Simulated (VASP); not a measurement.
Computed with r2SCAN meta-GGA, VASP's PBE PAW potentials (set 64) (plane waves; VASP).

VASP ran on this input.

INCAR:
```
ALGO  =  Normal   ! blocked Davidson
LREAL  =  F   ! projection in real space or not
METAGGA  =  R2SCAN
LASPH  =  T   ! aspherical one-centre terms
IBRION  =  2   ! conjugate gradients
NSW  =  60   ! most ionic steps
SYSTEM  =  Fe2Ge
ENCUT  =  400   ! plane-wave cut-off (eV)
LMIXTAU  =  T
EDIFFG  =  -0.02   ! ionic stop
ISIF  =  3
SIGMA  =  0.1   ! width (eV)
LWAVE  =  F
ISMEAR  =  1
LORBIT  =  10
NELM  =  100   ! most electronic steps
PREC  =  Accurate
LMAXMIX  =  4
LCHARG  =  F
ISPIN  =  2   ! spin-polarised
EDIFF  =  1E-6
```

File POSCAR:
```
Fe2Ge
1
    4.0565368976     0.0000000000    -0.0000000000
   -2.0282684488     3.5130636169     0.0000000000
    0.0000000000     0.0000000000     4.9140127623
Fe Ge
4 2
Direct
  0.0000000000   0.0000000000   1.0000000000
  0.0000000000   0.0000000000   0.5000000000
  0.6666670000   0.3333330000   0.7500000000
  0.3333330000   0.6666670000   0.2500000000
  0.6666670000   0.3333330000   0.2500000000
  0.3333330000   0.6666670000   0.7500000000
```

### KPOINTS
```
Automatic mesh
0
Gamma
8 8 6
0 0 0
```

POTCAR, in this order: Fe Ge_d (PBE.64 set). Program: vasp_std. The INCAR's line for the spin-polarised start is left out here.

Energy and stress use the plane-wave basis of the starting cell. The run has a spin-polarised start.

Problem. Estimate the energy per atom (σ→0), cell moment, volume per atom, band gap (on the k-mesh).

Solution. 
The energy per atom (σ→0) is -14.142 eV/atom, the cell moment is 9.66 μB and the band gap (on the k-mesh) comes out as none (metal, semimetal or under 0.01 eV). The volume per atom comes out as 12.40 Å³/atom.

OSZICAR:
```
...
DAV:   7    -0.848512069216E+02    0.16819E-02   -0.46856E-03  7832   0.870E-01    0.184E-01
DAV:   8    -0.848512576378E+02   -0.50716E-04   -0.60599E-04  7368   0.285E-01    0.844E-02
DAV:   9    -0.848512534094E+02    0.42283E-05   -0.76391E-05  8672   0.125E-01    0.357E-02
DAV:  10    -0.848512292121E+02    0.24197E-04   -0.31097E-05  7552   0.814E-02    0.108E-02
DAV:  11    -0.848512257237E+02    0.34883E-05   -0.27243E-06  4792   0.184E-02    0.560E-03
DAV:  12    -0.848512247164E+02    0.10073E-05   -0.29378E-07  3344   0.866E-03    0.192E-03
DAV:  13    -0.848512252115E+02   -0.49505E-06   -0.18831E-07  3232   0.558E-03
   3 F= -.84851225E+02 E0= -.84852614E+02  d E =-.147857E+00  mag=     9.6618
```

The structure comes from a computed database's Fe2Ge entry (P6_3/mmc); how it stands against other phases isn't given here. This run relaxes it. Symmetry was kept, so distortions that lower it aren't found. The start is the result of an earlier pass.
